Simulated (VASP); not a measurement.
Level of theory: PBE GGA, VASP's PBE PAW potentials (set 64) (plane waves; VASP).

Input for VASP

### POSCAR
```
HfN
1
    0.0000000000     2.2671672367     2.2671672367
    2.2671672367     0.0000000000     2.2671672367
    2.2671672367     2.2671672367     0.0000000000
Hf N
1 1
Direct
  0.0000000000   0.0000000000   0.0000000000
  0.5000000000   0.5000000000   0.5000000000
```

INCAR:
```
# general
SYSTEM =HfN
PREC   =Accurate
ENCUT  =620
LREAL  =.FALSE.
LASPH  =.TRUE.

# electronic loop
EDIFF  =1E-6
NELM   =100
ALGO   =Normal
LMAXMIX=6

# smearing
ISMEAR =1
SIGMA  =0.1

# functional
GGA    =PE

# ions
IBRION =2
NSW    =40
ISIF   =3
EDIFFG =-0.02
PSTRESS=50

# output
LWAVE  =.FALSE.
LCHARG =.FALSE.
```

**KPOINTS**
```
Automatic mesh
0
Gamma
14 14 14
0 0 0
```

POTCAR, in this order: Hf_pv N (PBE.64 set). Program: vasp_std.

Output

File OSZICAR:
```
       N       E                     dE             d eps       ncg     rms          rms(c)
DAV:   1     0.475107795233E+02    0.47511E+02   -0.91764E+03  2288   0.148E+03
DAV:   2    -0.220311985460E+02   -0.69542E+02   -0.65381E+02  3036   0.287E+02
DAV:   3    -0.247410444840E+02   -0.27098E+01   -0.26730E+01  2985   0.501E+01
DAV:   4    -0.247655603514E+02   -0.24516E-01   -0.24385E-01  2783   0.473E+00
DAV:   5    -0.247660191356E+02   -0.45878E-03   -0.45819E-03  3055   0.501E-01    0.482E+01
DAV:   6    -0.218375639475E+02    0.29285E+01   -0.15668E+01  2773   0.294E+01    0.401E+01
DAV:   7    -0.217796088789E+02    0.57955E-01   -0.75295E-01  2615   0.796E+00    0.263E+01
DAV:   8    -0.217702029518E+02    0.94059E-02   -0.15595E-01  2711   0.386E+00    0.691E+00
DAV:   9    -0.217568725552E+02    0.13330E-01   -0.72663E-02  2788   0.198E+00    0.152E+00
DAV:  10    -0.217565102499E+02    0.36231E-03   -0.21092E-03  2701   0.454E-01    0.461E-01
DAV:  11    -0.217564961238E+02    0.14126E-04   -0.38710E-04  2833   0.166E-01    0.336E-02
DAV:  12    -0.217564933107E+02    0.28132E-05   -0.14491E-05  2725   0.410E-02    0.433E-02
DAV:  13    -0.217564926605E+02    0.65017E-06   -0.98817E-07  1609   0.107E-02
   1 F= -.21029148E+02 E0= -.21028965E+02  d E =-.210291E+02
       N       E                     dE             d eps       ncg     rms          rms(c)
DAV:   1    -0.218461388064E+02   -0.89645E-01   -0.41569E+00  2288   0.211E+01    0.704E+00
DAV:   2    -0.217321425351E+02    0.11400E+00   -0.17946E-01  2405   0.426E+00    0.324E+00
DAV:   3    -0.216981317157E+02    0.34011E-01   -0.73472E-02  2519   0.272E+00    0.190E+00
DAV:   4    -0.216972246004E+02    0.90712E-03   -0.35822E-03  2921   0.633E-01    0.120E+00
DAV:   5    -0.216971546526E+02    0.69948E-04   -0.36705E-04  2726   0.166E-01    0.148E-01
DAV:   6    -0.216971511346E+02    0.35180E-05   -0.53456E-05  2895   0.742E-02    0.249E-02
DAV:   7    -0.216971499468E+02    0.11878E-05   -0.23296E-06  2477   0.170E-02    0.102E-02
DAV:   8    -0.216971497044E+02    0.24243E-06   -0.36331E-07  1426   0.504E-03
   2 F= -.21008117E+02 E0= -.21007974E+02  d E =0.210308E-01
       N       E                     dE             d eps       ncg     rms          rms(c)
DAV:   1    -0.218160471020E+02   -0.11890E+00   -0.18370E+00  2291   0.140E+01    0.470E+00
DAV:   2    -0.217659116809E+02    0.50135E-01   -0.83774E-02  2369   0.287E+00    0.221E+00
DAV:   3    -0.217508098211E+02    0.15102E-01   -0.32912E-02  2527   0.178E+00    0.131E+00
DAV:   4    -0.217504001422E+02    0.40968E-03   -0.17958E-03  2926   0.450E-01    0.801E-01
DAV:   5    -0.217503413738E+02    0.58768E-04   -0.21342E-04  2704   0.127E-01    0.877E-02
DAV:   6    -0.217503366387E+02    0.47351E-05   -0.24038E-05  2902   0.514E-02    0.204E-02
DAV:   7    -0.217503368533E+02   -0.21462E-06   -0.88355E-07  1606   0.105E-02
   3 F= -.21035915E+02 E0= -.21035748E+02  d E =-.676701E-02
```

OUTCAR:
```
------------------------ aborting loop because EDIFF is reached ----------------------------------------
  FORCE on cell =-STRESS in cart. coord.  units (eV):
  Direction    XX          YY          ZZ          XY          YZ          ZX
  --------------------------------------------------------------------------------------
  Total        0.7074064      0.7074064      0.7074064      0.0000000      0.0000000      0.0000000
  in kB       49.5090307     49.5090307     49.5090307      0.0000000      0.0000000      0.0000000
  external PRESSURE =      -0.4909693 kB  Pullay stress =      50.0000000 kB
  volume of cell :       22.89
      direct lattice vectors                 reciprocal lattice vectors
     0.000000000  2.253659906  2.253659906    -0.221861337  0.221861337  0.221861337
     2.253659906  0.000000000  2.253659906     0.221861337 -0.221861337  0.221861337
     2.253659906  2.253659906 -0.000000000     0.221861337  0.221861337 -0.221861337
 POSITION                                       TOTAL-FORCE (eV/Angst)
 -----------------------------------------------------------------------------------
      0.00000      0.00000      0.00000        -0.000000      0.000000      0.000000
      2.25366      2.25366      2.25366         0.000000     -0.000000     -0.000000
 -----------------------------------------------------------------------------------
    total drift:                                0.000000      0.000000      0.000000
  FREE ENERGIE OF THE ION-ELECTRON SYSTEM (eV)
  ---------------------------------------------------
  free  energy   TOTEN  =       -21.7503368533 eV

  energy  without entropy=      -21.7498349428  energy(sigma->0) =      -21.75016955
  enthalpy is  TOTEN    =       -21.0359152926 eV   P V=        0.7144215607

 reached required accuracy - stopping structural energy minimisation
```
(Selected blocks of OUTCAR.)

File CONTCAR:
```
HfN
   1.00000000000000
     0.0000000000000000    2.2536599059365106    2.2536599059365106
     2.2536599059365106    0.0000000000000000    2.2536599059365106
     2.2536599059365106    2.2536599059365106   -0.0000000000000000
  Hf              N
     1     1
Direct
     0.0000000000000000    0.0000000000000000    0.0000000000000000
     0.5000000000000000    0.5000000000000000    0.5000000000000000
```

The compound is HfN in the rock salt structure. This run relaxes it under an external pressure of 5 GPa. Symmetry was kept, so distortions that lower it aren't found. The electron count is odd and the run is not spin-polarised, which forces a metal.
